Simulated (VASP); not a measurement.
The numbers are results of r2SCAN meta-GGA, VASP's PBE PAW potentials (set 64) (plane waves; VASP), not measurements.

Input for VASP

POSCAR:
```
Cu
1.0
  2.5341000000   0.0000000000   0.0000000000
 -1.2670500000   2.1945950000   0.0000000000
  0.0000000000   0.0000000000   4.1125700000
Cu
2
Cartesian
 -0.0000012671   1.4630640649   1.0281425000
  1.2670512671   0.7315309351   3.0844275000
```

KPOINTS:
```
Automatic mesh
0
Gamma
15 15 8
0 0 0
```

INCAR:
```
EDIFF=1E-6   ! SCF stop (eV)
NSW=60
ENCUT=400
EDIFFG=-0.01   ! ionic stop
METAGGA=R2SCAN
LREAL=.False.   ! projection in real space or not
NELM=100
PREC=Accurate
LCHARG=.False.
LMIXTAU=.True.
ALGO=Normal   ! blocked Davidson
SYSTEM=Cu
LWAVE=.False.
LASPH=.True.   ! aspherical one-centre terms
ISIF=3
SIGMA=0.1   ! width (eV)
LMAXMIX=4   ! l cut-off of mixed one-centre charges
IBRION=2
ISMEAR=1   ! Methfessel-Paxton
```

POTCAR, in this order: Cu (PBE.64 set). Program: vasp_std.

Output of the run:

### OSZICAR
```
       N       E                     dE             d eps       ncg     rms          rms(c)
DAV:   1     0.967421952406E+02    0.96742E+02   -0.95228E+03  4274   0.228E+03
DAV:   2    -0.226724508593E+02   -0.11941E+03   -0.11538E+03  4050   0.312E+02
DAV:   3    -0.266980068699E+02   -0.40256E+01   -0.38832E+01  5002   0.873E+01
DAV:   4    -0.267284179471E+02   -0.30411E-01   -0.30408E-01  4868   0.735E+00
DAV:   5    -0.267288801331E+02   -0.46219E-03   -0.46218E-03  5611   0.774E-01    0.111E+01
DAV:   6    -0.229140309123E+02    0.38148E+01   -0.23391E+01  4190   0.144E+02    0.699E+00
DAV:   7    -0.216500132043E+02    0.12640E+01   -0.43132E+00  4218   0.575E+01    0.547E-01
DAV:   8    -0.216594917161E+02   -0.94785E-02   -0.19571E-01  5752   0.118E+01    0.123E+00
DAV:   9    -0.216261748573E+02    0.33317E-01   -0.51925E-02  5387   0.676E+00    0.101E-01
DAV:  10    -0.216332302920E+02   -0.70554E-02   -0.21279E-02  4764   0.223E+00    0.397E-02
DAV:  11    -0.216351028662E+02   -0.18726E-02   -0.30079E-04  5489   0.285E-01    0.409E-02
DAV:  12    -0.216356273997E+02   -0.52453E-03   -0.22605E-04  5313   0.329E-01    0.206E-02
DAV:  13    -0.216359133496E+02   -0.28595E-03   -0.13751E-04  5677   0.192E-01    0.788E-03
DAV:  14    -0.216359147541E+02   -0.14044E-05   -0.26948E-06  4737   0.205E-02    0.679E-03
DAV:  15    -0.216359121069E+02    0.26472E-05   -0.12676E-07  2389   0.474E-03    0.660E-03
DAV:  16    -0.216359099029E+02    0.22040E-05   -0.24673E-06  2887   0.460E-02    0.692E-04
DAV:  17    -0.216359099112E+02   -0.82646E-08   -0.14405E-07  2249   0.517E-03
   1 F= -.21635910E+02 E0= -.21635995E+02  d E =-.216359E+02
       N       E                     dE             d eps       ncg     rms          rms(c)
DAV:   1    -0.216558314935E+02   -0.19922E-01   -0.58948E-01  4661   0.828E+00    0.890E-01
DAV:   2    -0.216427380032E+02    0.13093E-01   -0.12506E-02  5754   0.230E+00    0.531E-01
DAV:   3    -0.216379524913E+02    0.47855E-02   -0.63939E-03  6087   0.220E+00    0.480E-02
DAV:   4    -0.216390225082E+02   -0.10700E-02   -0.13858E-03  4458   0.435E-01    0.206E-02
DAV:   5    -0.216390394327E+02   -0.16924E-04   -0.40409E-05  4926   0.977E-02    0.158E-02
DAV:   6    -0.216390349196E+02    0.45131E-05   -0.76749E-06  5487   0.582E-02    0.555E-03
DAV:   7    -0.216390372277E+02   -0.23081E-05   -0.40651E-06  4781   0.230E-02    0.760E-04
DAV:   8    -0.216390383714E+02   -0.11437E-05   -0.24830E-07  2130   0.111E-02    0.309E-04
DAV:   9    -0.216390385365E+02   -0.16512E-06   -0.79856E-08  2095   0.421E-03
   2 F= -.21639039E+02 E0= -.21639270E+02  d E =-.312863E-02
       N       E                     dE             d eps       ncg     rms          rms(c)
DAV:   1    -0.216415102772E+02   -0.24719E-02   -0.76124E-02  4635   0.298E+00    0.320E-01
DAV:   2    -0.216398221397E+02    0.16881E-02   -0.16406E-03  5674   0.831E-01    0.192E-01
DAV:   3    -0.216391856610E+02    0.63648E-03   -0.83794E-04  6059   0.801E-01    0.165E-02
DAV:   4    -0.216393235599E+02   -0.13790E-03   -0.18026E-04  4388   0.154E-01    0.745E-03
DAV:   5    -0.216393287277E+02   -0.51678E-05   -0.53325E-06  4753   0.339E-02    0.508E-03
DAV:   6    -0.216393209608E+02    0.77669E-05   -0.33750E-06  4564   0.339E-02    0.147E-03
DAV:   7    -0.216393264621E+02   -0.55012E-05   -0.11367E-06  3057   0.195E-02    0.135E-04
DAV:   8    -0.216393261321E+02    0.32996E-06   -0.13516E-07  2032   0.514E-03
   3 F= -.21639326E+02 E0= -.21639529E+02  d E =-.341622E-02
```

File OUTCAR:
```
------------------------ aborting loop because EDIFF is reached ----------------------------------------
  FORCE on cell =-STRESS in cart. coord.  units (eV):
  Direction    XX          YY          ZZ          XY          YZ          ZX
  --------------------------------------------------------------------------------------
  Total       -0.0085406     -0.0085406      0.0010946      0.0000000      0.0000000      0.0000000
  in kB       -0.5982040     -0.5982040      0.0766667      0.0000000      0.0000000      0.0000000
  external PRESSURE =      -0.3732471 kB  Pullay stress =       0.0000000 kB
  volume of cell :       22.87
      direct lattice vectors                 reciprocal lattice vectors
     2.519198106  0.000000000  0.000000000     0.396951712  0.229180175  0.000000000
    -1.259599053  2.181689580  0.000000000     0.000000000  0.458360350  0.000000000
     0.000000000  0.000000000  4.161928548     0.000000000  0.000000000  0.240273226
 POSITION                                       TOTAL-FORCE (eV/Angst)
 -----------------------------------------------------------------------------------
     -0.00000      1.45446      1.04048        -0.000000      0.000000      0.000000
      1.25960      0.72723      3.12145         0.000000     -0.000000      0.000000
 -----------------------------------------------------------------------------------
    total drift:                               -0.000059      0.000034     -0.000014
  FREE ENERGIE OF THE ION-ELECTRON SYSTEM (eV)
  ---------------------------------------------------
  free  energy   TOTEN  =       -21.6393261321 eV

  energy  without entropy=      -21.6399356661  energy(sigma->0) =      -21.63952931

 reached required accuracy - stopping structural energy minimisation
```
(Selected blocks of OUTCAR.)

CONTCAR:
```
Cu
   1.00000000000000
     2.5191981055522836    0.0000000000000000    0.0000000000000000
    -1.2595990527761418    2.1816895804156031    0.0000000000000000
     0.0000000000000000    0.0000000000000000    4.1619285481242185
  Cu
     2
Direct
     0.3333330000000032    0.6666669999999968    0.2500000000000000
     0.6666669999999968    0.3333330000000032    0.7500000000000000
```

The structure comes from a computed database's Cu entry (P6_3/mmc); how it stands against other phases isn't given here. This run relaxes it. Symmetry was kept, so distortions that lower it aren't found.
